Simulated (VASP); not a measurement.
W3N4, 7 atoms in the cell. The typed cell holds 7 atoms: a = 4.171 Å, b = 4.171 Å, c = 4.171 Å, α = 90.00°, β = 90.00°, γ = 90.00°. 

| Quantity | Value |
| --- | --- |
| Program | VASP 6.6.1 |
| Task | single point |
| Functional | PBEsol |
| Potentials or basis | VASP PAW PBE potentials, release 64 (N, W_sv) |
| Cutoff | 520 eV |
| k mesh | 4 × 4 × 4 |
| Occupations | fermi-dirac, width 0.05 eV |
| Spin | no spin polarisation |
| Dipole correction | no |
| Further INCAR settings | ALGO = Normal; EDIFF = 1e-06; NBANDS = 40 |

Potentials or basis: VASP PAW PBE potentials, release 64 (N, W_sv).

Run with:

```bash
$ cat potpaw_PBE.64/N/POTCAR potpaw_PBE.64/W_sv/POTCAR > POTCAR
$ mpirun -np 1 vasp_std > vasp.out
```

Hardware: 1 thread of Intel(R) Xeon(R) 6975P-C (Granite Rapids), with other jobs on the host.

Question: How long does it take, and how much memory?

Answer: Run time: 35 s on 1 thread of Intel(R) Xeon(R) 6975P-C (Granite Rapids) (shared host), peak memory 0.22 GiB. Counts: scf iterations 16, k points 36.
